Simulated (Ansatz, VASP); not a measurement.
**AlNi in two plane-wave programs**

Aim: how closely do two programs agree when they are given the same cell, functional and k mesh? The structure shown is the end of the Ansatz relaxation below.

Main program and level: Ansatz 0.2.0; plane waves, with VASP 6.6.1 beside it; single point at PBEsol.

**1. The starting structure**

It takes space group P4/mmm (No. 123, tetragonal). Conventional cell: a = 2.872 Å, b = 2.872 Å, c = 2.833 Å, α = 90.00°, β = 90.00°, γ = 90.00°. Al has 8 Ni at 2.48 Å nearest. Nearest to Ni lie 8 Al at 2.48 Å. Farther neighbours are not listed.

Coordinates:

```cif
data_structure
_symmetry_space_group_name_H-M 'P 1'
_symmetry_Int_Tables_number 1
_cell_length_a 2.8723
_cell_length_b 2.8723
_cell_length_c 2.8331
_cell_angle_alpha 90.000
_cell_angle_beta 90.000
_cell_angle_gamma 90.000
_cell_volume 23.37
loop_
_atom_site_label
_atom_site_type_symbol
_atom_site_fract_x
_atom_site_fract_y
_atom_site_fract_z
_atom_site_occupancy
Al1 Al 0.00000 0.00000 0.00000 1
Ni2 Ni 0.50000 0.50000 0.50000 1
```

**2. Ansatz: relaxation, PBEsol**

Ansatz runs on its PAW soft_1 files.

This run makes the geometry at which the two programs are then compared.

input.yaml

```yaml
crystal:
  lattice:
    - [2.8617390861, 0.0, 0.0]
    - [0.0, 2.8617390861, 0.0]
    - [0.0, 0.0, 2.8331216952]
  atoms:
    - { symbol: Al, position: [0.0, 0.0, 0.0] }
    - { symbol: Ni, position: [0.5, 0.5, 0.5] }
kpoints:
  mp_grid: { grid: [16, 16, 16] }
hamiltonian:
  xc: pbesol
  pseudopotentials: { kind: paw, azcp: { folder: soft_1 }, xc_functional: pbe }
scf:
  occupations: { method: methfessel_paxton, width: 0.2 }
output:
  forces: true
  stress: true
  eigenvalues: true
relax:
  adjacent_minimum: "off"
  f_tol: 0.001
  max_steps: 60
  cell: { stress_tol: 0.01, fix: [c, angles] }
```

Started as:

```
$ ansatz run input.yaml --threads 4 --pin off --max-ram 10240MiB --backend cpu --events-out ev --progress --plain --runs-dir out
```

Numbers of over 12 decimals in the logs are rounded to 6 here.

What it wrote:

```text
Engine: ansatz 0.2.0, x86_64-unknown-linux-gnu
Pseudopotentials: kind: paw
Pseudopotential: Al, paw, valence charge 3, recommended cutoff 420 eV (normal), soft_1/Al.paw.azcp
Pseudopotential: Ni, paw, valence charge 18, recommended cutoff 420 eV (normal), soft_1/Ni.paw.azcp
Functional definition: PBEsol
  exchange = pbesol_x
  correlation = pbesol_c
Crystal: 2 atoms, lattice volume = 23.202 Å³
Basis set: ecut = 420 eV, 461 PW (Γ), exchange–correlation on 40×40×40 points (8 copies of the dense FFT grid, shifted against one another)
Bands: 15, of which v1, the nominal top of the filled ones, is band 11 counted from 1 (10 counted from 0)
Symmetry: 16 space group operations
Space group: P4/mmm (ITA 123), of the structure as read, at distance tolerance 2.9e-5 Å
k-points: 405 of 4096
Non-local potential: Al, projectors of the file, l = 0: 2, l = 1: 2, l = 2: 1
Non-local potential: Ni, projectors of the file, l = 0: 3, l = 1: 2, l = 2: 3, l = 3: 1
PAW form: soft (Blöchl's): semilocal exchange-correlation on the pseudo side does not see the compensation charge
PAW frozen core: Al, regenerated for the run's functional, and the local potential with it (the file was generated under x = pbe(κ = 0.804, μ = 0.219515), c = pbe(β = 0.066725))
PAW frozen core: Ni, regenerated for the run's functional, and the local potential with it (the file was generated under x = pbe(κ = 0.804, μ = 0.219515), c = pbe(β = 0.066725))
PAW one-centre angular grid: Al, 110 points (default); XC on 64 Gauss nodes
PAW one-centre angular grid: Ni, 590 points (default); XC on 64 Gauss nodes
Initial density: superposition of atomic densities (chi_scale 0.1, normalization cell, long waves kept (reshape's long-wave potential 0.00 eV rms))
Initial wavefunctions: pseudopotential atomic-orbital guess
Functional: x = pbesol(κ = 0.804, μ = 0.123457), c = pbesol(β = 0.046)
SCF iter   1: F=—  HF=-6331.222918 eV  |F-HF|=—  |Δ(HF+E_count)|=         —  Δρ=7.49e-2  dr2=1.34e0  ethr=3.10e-3  ⟨swp⟩=4.0  Hψ=26959  notcnv=0
preconditioner: auto → none  [metal: Δε(μ)=0.008 eV  Ē_g=10.333 eV  σ=0.200 eV  W_gap=0.03  n_scr=6 (ndim 8)  ℏωp=27.8 eV  f_vac=0.000  D(μ)=0.58/eV (n_scr^D=0)  sad-step TF]
SCF iter   2: F=—  HF=-6331.075756 eV  |F-HF|=—  |Δ(HF+E_count)|=   1.47e-1  S|Δr|=    0.00e0  Δρ=5.64e-2  dr2=8.10e-1  ethr=3.10e-3  ⟨swp⟩=2.0  Hψ=10838  notcnv=0  defer=102
SCF iter   3: F=—  HF=-6330.888904 eV  |F-HF|=—  |Δ(HF+E_count)|=   1.87e-1  S|Δr|=    0.00e0  Δρ=2.07e-2  dr2=9.09e-2  ethr=3.10e-3  ⟨swp⟩=2.0  Hψ=7738  notcnv=0  defer=102
SCF iter   4: F=—  HF=-6330.872924 eV  |F-HF|=—  |Δ(HF+E_count)|=   1.60e-2  S|Δr|=    0.00e0  Δρ=5.33e-3  dr2=3.73e-3  ethr=4.33e-4  ⟨swp⟩=2.0  Hψ=10376  notcnv=0  defer=91
SCF iter   5: F=—  HF=-6330.872701 eV  |F-HF|=—  |Δ(HF+E_count)|=   2.24e-4  S|Δr|=    0.00e0  Δρ=5.12e-4  dr2=2.80e-5  ethr=1.78e-5  ⟨swp⟩=2.5  Hψ=8333  notcnv=0  defer=91
SCF iter   6: F=—  HF=-6330.872688 eV  |F-HF|=—  |Δ(HF+E_count)|=   1.24e-5  S|Δr|=    0.00e0  Δρ=1.08e-4  dr2=1.28e-6  ethr=1.33e-7  ⟨swp⟩=2.0  Hψ=10292  notcnv=0  defer=91
SCF iter   7: F=-6330.872688 eV  HF=-6330.872688 eV  |F-HF|=2.69e-8  |Δ(HF+E_count)|=   3.01e-7  S|Δr|=    0.00e0  Δρ=1.18e-5  dr2=1.86e-8  ethr=4.76e-10  ⟨swp⟩=6.0  Hψ=28182  notcnv=0
SCF 1 converged in 7 iterations: F = -6330.872688 eV  dr2 = 1.86e-8
  greatest PAW one-centre occupation: 1.001 electrons in one spin orbital (limit 2), on the Ni atom at site 1 (counted from 0), in its partial waves of l = 1
relax step   1: F+E_penalty+E_count = -6330.87268795 eV  Δ(F+E_penalty+E_count) = +0.000e0 eV  max|allowed force component| = 2.529e-29 eV/Å  Δτ_max = 0.0000 Å  P = +1.780 GPa  Ω = 23.202 Å³  fix = [c, alpha, beta, gamma]  reactions: c +2.478 GPa  (7 SCF iters, dr2 threshold 1.00e-7 eV, accepted)
[...]
relax step   2: F+E_penalty+E_count = -6330.87327607 eV  Δ(F+E_penalty+E_count) = -5.881e-4 eV  max|allowed force component| = 2.524e-29 eV/Å  Δτ_max = 0.0000 Å  P = +1.046 GPa  Ω = 23.298 Å³  energy of the carried Pulay correction = -2.669e-5 eV  fix = [c, alpha, beta, gamma]  reactions: c +1.878 GPa  (3 SCF iters, dr2 threshold 2.00e-7 eV, accepted)
[...]
relax step   3: F+E_penalty+E_count = -6330.87340488 eV  Δ(F+E_penalty+E_count) = -1.288e-4 eV  max|allowed force component| = 1.152e-28 eV/Å  Δτ_max = 0.0000 Å  P = +0.475 GPa  Ω = 23.374 Å³  energy of the carried Pulay correction = -4.774e-5 eV  fix = [c, alpha, beta, gamma]  reactions: c +1.409 GPa  (3 SCF iters, dr2 threshold 2.00e-7 eV, accepted)
[...]
relax step   4: F+E_penalty+E_count = -6330.87345199 eV  Δ(F+E_penalty+E_count) = -4.711e-5 eV  max|allowed force component| = 1.156e-28 eV/Å  Δτ_max = 0.0000 Å  P = +0.476 GPa  Ω = 23.374 Å³  fix = [c, alpha, beta, gamma]  reactions: c +1.409 GPa  stress off target by 9.28e-3 GPa on what of the cell is left free  SCF on the basis re-selected at this cell (its energy is not comparable with the rows above)  (6 SCF iters)
basis re-selected at this cell: Δ(F+E_penalty+E_count) = -4.711e-5 eV, ΔP = +0.001 GPa vs the last step (what re-selecting the basis moved, of the pressure what is left beyond the Pulay correction that the steps carried, after the strain that the cell walked since its last selection, with what the two solves' SCF thresholds leave and, on support functions, any second-order correction that the steps lacked; it is no m [...]
SCF converged after 6 iterations
Stability not checked: this state was not tested for a lower state beside it, because cold or Methfessel-Paxton smearing, or corrected tetrahedra, fill the levels in a way that the test cannot read (fill_not_monotonic; see scf.lower_state_search)
Free energy (F): -6330.873452 eV
Harris-Foulkes:  -6330.873452 eV  (|F-HF|=9.09e-13)
Internal energy: -6330.874265 eV  (E = F + TS)
E sigma→0 (E₀):  -6330.873655 eV
Entropy (-TS):   0.000813 eV (0.406 meV/atom)
Fermi energy:    14.128786 eV
--- Per-component energies (eV) ---
  E_band       = -332.947721
  E_kinetic    = 369.267909
  E_local      = -3715.165847  (includes V_loc(G=0)·N_el)
  E_nonlocal   = -105.500281
  E_hartree    = 1950.091551
  E_xc         = -151.806286
  E_vxc        = -177.645069  (∫ρ·V_xc dr)
  E_paw        = -2080.805251  (= ΣΔE_a)
  E_vpaw       = -604.088292  (= ΣTr[D̂ρ^β])
  E_aug_tail   = 0.000778  (compensation charges beyond the density's cutoff)
  E_ewald      = -2597.173266
  E_core_change = 0.216428  (= ΣΔE_core)
  E_smearing   = 0.000813  (= −TS)
  E_closure    = 0.000000  (closes the sum)
  Σ components = -6330.873452   (vs F -6330.873452, Δ=0.00e0)
--- Forces (eV/Å), atoms counted from 1 ---
  atom   1  Al     0.00000000     0.00000000     0.00000000
  atom   2  Ni    -0.00000000    -0.00000000    -0.00000000
  max |Σ_I F_I| component: 2.23e-28 eV/Å
--- Stress (GPa, compression-positive) ---
        0.009276      -0.000000      -0.000000
       -0.000000       0.009276      -0.000000
       -0.000000      -0.000000       1.408568
  P = ⅓ Tr σ = 0.4757 GPa (4.757 kbar)
--- Band table (eV; the first three rows and the last of 405) ---
  k-point 0: bands = [... 7 lower, 12.5271, 12.5696, 12.5696, 19.5299, 19.5299, 20.0320, 22.2647, 22.3670]
  k-point 1: bands = [... 7 lower, 12.5310, 12.5346, 12.5346, 19.1768, 19.6291, 19.6291, 22.2687, 23.1194]
  k-point 2: bands = [... 7 lower, 12.4380, 12.4380, 12.5419, 17.7350, 19.9188, 19.9188, 22.2807, 24.2313]
  k-point 404: bands = [... 7 lower, 13.1164, 13.1543, 16.0453, 16.0453, 16.0752, 18.0488, 18.6158, 18.7650]
--- Relaxed structure (3 steps of the walk, 3 accepted, 1 SCFs on fresh bases) ---
  F+E_penalty+E_count = -6330.87345199 eV   max|allowed force component| = 1.156e-28 eV/Å   (the final SCF, on the basis selected at the relaxed cell)
  cell:  # Å, volume = 23.3737 Å³
    - [2.872309, 0.0, 0.0]
    - [0.0, 2.872309, 0.0]
    - [0.0, 0.0, 2.8331216952]
  atoms:
    - { symbol: Al, position: [0, 0, 0.0] }
    - { symbol: Ni, position: [0.500000, 0.500000, 0.5] }
```

The column dr2 measures how far the density is from self-consistency, as an energy; F and HF (Harris–Foulkes) agree once it is small.

**3. VASP: single point, PBEsol, pair 1**

The same cell, functional, mesh and smearing now go to VASP, with its own data sets.

Lines of VASP's logs that name or quote its potential files are left out, and so is its time.

INCAR

```
SYSTEM = AlNi
PREC = Accurate
ENCUT = 600
EDIFF = 1E-06
NELM = 120
ISMEAR = 1
SIGMA = 0.2
LREAL = .FALSE.
ALGO = Normal
GGA = PS
NBANDS = 12
LASPH = .TRUE.
LORBIT = 11
LWAVE = .FALSE.
LCHARG = .FALSE.
ISIF = 2
GGA_COMPAT = .FALSE.
KPAR = 2
```

POSCAR

```
AlNi
1.0
    2.8723090047      0.0000000000      0.0000000000
    0.0000000000      2.8723090047      0.0000000000
    0.0000000000      0.0000000000      2.8331216952
Al Ni
1 1
Direct
    0.0000000000      0.0000000000      0.0000000000
    0.5000000000      0.5000000000      0.5000000000
```

KPOINTS

```
Automatic mesh
0
Gamma
16 16 16
0 0 0
```

The projector-augmented-wave data sets are Al and Ni (PBE family, release 64).

Started as:

```
$ mpirun -np 2 vasp_std
```

What it wrote:

```text
[banner, memory and clock lines left out]
running    2 mpi-ranks, on    1 nodes
 distrk:  each k-point on    1 cores,    2 groups
 distr:  one band on    1 cores,    1 groups

 POSCAR found type information on POSCAR AlNi
 POSCAR found :  2 types and       2 ions
|                                                                             |
|               ----> ADVICE to this user running VASP <----                  |
|                                                                             |
|     You enforced a specific xc type in the INCAR file but a different       |
|     [... a line on the potential file left out ...]
|     I HOPE YOU KNOW WHAT YOU ARE DOING!                                     |
|                                                                             |

 LDA part: xc-table for (Slater+PW92), standard interpolation
 POSCAR, INCAR and KPOINTS ok, starting setup
 FFT: planning ... GRIDC
 FFT: planning ... GRID_SOFT
 FFT: planning ... GRID
 WAVECAR not read
 entering main loop
       N       E                     dE             d eps       ncg     rms          rms(c)
DAV:   1     0.442060498217E+02    0.44206E+02   -0.61439E+03  9792   0.128E+03
DAV:   2    -0.114482054330E+02   -0.55654E+02   -0.51325E+02  9940   0.208E+02
DAV:   3    -0.132052795906E+02   -0.17571E+01   -0.17328E+01 11812   0.431E+01
DAV:   4    -0.132301747862E+02   -0.24895E-01   -0.24884E-01 10972   0.462E+00
DAV:   5    -0.132309092827E+02   -0.73450E-03   -0.73447E-03 11716   0.879E-01    0.128E+01
DAV:   6    -0.152066180205E+02   -0.19757E+01   -0.54279E+01 10796   0.117E+02    0.161E+01
DAV:   7    -0.116153814162E+02    0.35912E+01   -0.15626E+01 10908   0.695E+01    0.113E+00
DAV:   8    -0.116008124147E+02    0.14569E-01   -0.36757E-01 11912   0.713E+00    0.101E+00
DAV:   9    -0.115861556925E+02    0.14657E-01   -0.47539E-02 11828   0.315E+00    0.215E-01
DAV:  10    -0.115856371037E+02    0.51859E-03   -0.20734E-03 11940   0.685E-01    0.768E-02
DAV:  11    -0.115856396439E+02   -0.25402E-05   -0.64933E-05 11964   0.715E-02    0.255E-02
DAV:  12    -0.115856382530E+02    0.13910E-05   -0.50783E-06 10656   0.372E-02    0.385E-03
DAV:  13    -0.115856378978E+02    0.35513E-06   -0.22121E-07  5884   0.501E-03
   1 F= -.11585638E+02 E0= -.11585908E+02  d E =0.809061E-03
```

From OUTCAR (step 3):

```text
ion  position               nearest neighbor table
   1  0.000  0.000  0.000-   2 2.48   2 2.48   2 2.48   2 2.48   2 2.48   2 2.48   2 2.48   2 2.48

  LATTYP: Found a simple tetragonal cell.
 ALAT       =     2.8723090047
 C/A-ratio  =     0.9863568615

 Subroutine GETGRP returns: Found 16 space group operations
 (whereof 16 operations were pure point group operations)

The static configuration has the point symmetry D_4h.

 Found    405 irreducible k-points:

   k-points           NKPTS =    405   k-points in BZ     NKDIM =    405   number of bands    NBANDS=     12

   dimension x,y,z NGX =    24 NGY =   24 NGZ =   24
   dimension x,y,z NGXF=    48 NGYF=   48 NGZF=   48

   ENCUT  =  600.0 eV  44.10 Ry    6.64 a.u.   5.74  5.74  5.66*2*pi/ulx,y,z

   NELECT =      13.0000    total number of electrons

 k-points in reciprocal lattice and weights: Automatic mesh
   0.00000000  0.00000000  0.00000000       0.000
   0.06250000  0.00000000  0.00000000       0.001
   0.12500000  0.00000000  0.00000000       0.001
   0.18750000  0.00000000  0.00000000       0.001
   0.25000000  0.00000000  0.00000000       0.001
   0.31250000  0.00000000  0.00000000       0.001
   0.37500000  0.00000000  0.00000000       0.001
   0.43750000  0.00000000  0.00000000       0.001
   0.50000000  0.00000000  0.00000000       0.000
[...]
0.50000000  0.43750000  0.50000000       0.001
   0.50000000  0.50000000  0.50000000       0.000

 average (electrostatic) potential at core
       1 -69.4750       2 -81.0739

 E-fermi :  10.1984

 k-point     1 :       0.0000    0.0000    0.0000
  band No.  band energies     occupation
    ...
      2       6.8487      2.00000
      3       6.8622      2.00000
      4       8.5868      2.00000
      5       8.6294      2.00000
      6       8.6294      2.00000
      7      15.6280      0.00000
      8      15.6280      0.00000
      9      16.1303      0.00000
     10      18.3641      0.00000
     11      18.4687      0.00000
    ...

 k-point     2 :       0.0625    0.0000    0.0000
  band No.  band energies     occupation
    ...
      2       6.8452      2.00000
      3       6.8769      2.00000
      4       8.5540      2.00000
      5       8.5990      2.00000
      6       8.6327      2.00000
      7      14.8516      0.00000
      8      15.7249      0.00000
      9      16.2248      0.00000
     10      18.4398      0.00000
     11      19.1182      0.00000
    ...

 k-point     3 :       0.1250    0.0000    0.0000
  band No.  band energies     occupation
    ...
      2       6.8140      2.00000
      3       6.9256      2.00000
      4       8.4637      2.00000
      5       8.5147      2.00000
      6       8.6422      2.00000
      7      13.4785     -0.00000
      8      16.0082      0.00000
      9      16.5017      0.00000
     10      18.4485      0.00000
     11      20.2939      0.00000
    ...

  Total        0.0238256      0.0238256      0.2332648      0.0000000      0.0000000      0.0000000
  in kB        1.6331512      1.6331512     15.9894029      0.0000000      0.0000000      0.0000000
  external PRESSURE =       6.4185684 kB  Pullay stress =       0.0000000 kB

  energy-cutoff  :      600.00
  volume of cell :       23.37
      direct lattice vectors                 reciprocal lattice vectors
     2.872309005  0.000000000  0.000000000     0.348151957  0.000000000  0.000000000
     0.000000000  2.872309005  0.000000000     0.000000000  0.348151957  0.000000000
     0.000000000  0.000000000  2.833121695     0.000000000  0.000000000  0.352967542

 POSITION                                       TOTAL-FORCE (eV/Angst)
 -----------------------------------------------------------------------------------
      0.00000      0.00000      0.00000         0.000000      0.000000      0.000000
      1.43615      1.43615      1.41656         0.000000      0.000000      0.000000
 -----------------------------------------------------------------------------------
    total drift:                                0.000000      0.000000     -0.000000

  FREE ENERGIE OF THE ION-ELECTRON SYSTEM (eV)
  ---------------------------------------------------
  free  energy   TOTEN  =       -11.5856378978 eV

  energy  without entropy=      -11.5864469584  energy(sigma->0) =      -11.58590758

 total charge
# of ion       s       p       d       tot
------------------------------------------
    1        0.385   0.423   0.000   0.808
    2        0.489   0.539   8.490   9.519
--------------------------------------------------
tot          0.874   0.962   8.490  10.327

[... 3 further parts left out ...]
```

This run has no spin polarisation, so a moment on Ni, if there is one, isn't seen. Its electron count is odd, so without a moment it is a metal by construction.

**4. Comparison**

Known differences besides the potentials themselves: the data sets hold 21 valence electrons in Ansatz (on its PAW soft_1 files) and 13 in VASP; the cutoff is 420 eV in Ansatz and 600 eV in VASP; Ansatz makes its cores anew for this functional, VASP keeps those of its PBE data sets; Ansatz's pressure holds a Pulay correction, VASP's none. Total energies have different zeros and are not compared.

Compared:

```
      quantity  Ansatz  VASP  difference
pressure (GPa)    0.48  0.64       -0.17
```

**5. Ansatz: relaxation, PBEsol**

This run makes the geometry at which the two programs are then compared. The cell compared in this pair holds 23.27 Å³, against 23.37 Å³ for the pair before.

The structure compared here is the end of the Ansatz relaxation.

input.yaml, as its differences from that of step 2:

```diff
@@ -2,5 +2,5 @@
   lattice:
-    - [2.8617390861, 0.0, 0.0]
-    - [0.0, 2.8617390861, 0.0]
-    - [0.0, 0.0, 2.8331216952]
+    - [2.8835169743, 0.0, 0.0]
+    - [0.0, 2.8835169743, 0.0]
+    - [0.0, 0.0, 2.7758869134]
   atoms:
```

Started as:

```
$ ansatz run input.yaml --threads 4 --pin off --max-ram 10240MiB --backend cpu --events-out ev --progress --plain --runs-dir out
```

What it wrote:

```text
[...]
Crystal: 2 atoms, lattice volume = 23.081 Å³
Basis set: ecut = 420 eV, 461 PW (Γ), exchange–correlation on 40×40×40 points (8 copies of the dense FFT grid, shifted against one another)
Bands: 15, of which v1, the nominal top of the filled ones, is band 11 counted from 1 (10 counted from 0)
Symmetry: 16 space group operations
[...]
k-points: 405 of 4096
[...]
k-point 404: bands = [... 7 lower, 13.1515, 13.2567, 16.1082, 16.1082, 16.1947, 18.1755, 18.5077, 18.9638]
--- Relaxed structure (4 steps of the walk, 4 accepted, 1 SCFs on fresh bases) ---
[...]
cell:  # Å, volume = 23.2691 Å³
    - [2.895271, 0, 0.0]
    - [0, 2.895271, 0.0]
    - [0.0, 0.0, 2.7758869134]
  atoms:
    - { symbol: Al, position: [0, 0, 0.0] }
    - { symbol: Ni, position: [0.5, 0.5, 0.5] }
[key lines of the parts left out:]
SCF converged after 6 iterations
Free energy (F): -6330.865098 eV
Fermi energy:    14.210448 eV
P = ⅓ Tr σ = 1.3913 GPa (13.913 kbar)
```

(Part 1 of 2 ends here.)

[Lines on the potential files, build, host, timing and source positions are cut from VASP's logs without a mark.]

[Logs are printed without paths, hosts, clocks, repeated set-up lines and the standing remarks that a program may print on its own settings, such as how far it seeks lower states.]

[Hosts, paths, dates, database ids (printed as entryN), source tags and the programs' standing remarks are cut or masked in the printed files.]
